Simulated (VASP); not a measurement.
AlN:

```
Al N
1.0
     3.11300    0.00000    0.00000
    -1.55650    2.69594    0.00000
     0.00000    0.00000    4.98100
Al N
2 2
Cartesian
  0.0000 1.7973 0.0000
  1.5565 0.8986 2.4905
  0.0000 1.7973 1.8928
  1.5565 0.8986 4.3833
```

```yaml
Program: VASP 6.6.1
Task: relaxation of cell and atoms
Functional: PBE
Potentials_or_basis: VASP PAW PBE potentials, release 64 (Al, N)
Cutoff: 520 eV
k_mesh: 3 × 3 × 1
Occupations: gaussian, width 0.02 eV
Spin: no spin polarisation
```

At the start: pressure 3.5 GPa; volume 10.45 Å³/atom.

Problem. How do energy, volume and symmetry change on relaxing?

Solution. Over 7 steps the energy falls by 5.8 meV/atom and the volume is 10.61 Å³/atom (+1.5 %); space group P6_3mc (No. 186, to 0.05 Å).

Step by step:
```
step  energy change (eV)  largest force (eV/Å)  pressure (GPa)  volume (Å³)
   1              0.0000                0.2111            3.50        41.80
   2             -0.0136                0.0968           -3.18        43.20
   3             -0.0171                0.1324           -1.17        42.76
   4             -0.0227                0.0536           -0.34        42.54
   5             -0.0234                0.0182            0.07        42.43
   6             -0.0234                0.0184           -0.06        42.46
   7             -0.0234                0.0005            0.01        42.45
```

Final structure:
```yaml
crystal:
  lattice:
    - [3.15181, 0.00000, 0.00000]
    - [-1.57590, 2.72955, 0.00000]
    - [0.00000, 0.00000, 4.93391]
  atoms:
    - { symbol: Al, position: [0.33333, 0.66667, 0.99619] }
    - { symbol: Al, position: [0.66667, 0.33333, 0.49619] }
    - { symbol: N, position: [0.33333, 0.66667, 0.38381] }
    - { symbol: N, position: [0.66667, 0.33333, 0.88381] }
```

Caveat: the k mesh is coarse (spacing up to 1.26 Å⁻¹), so the values aren't converged.
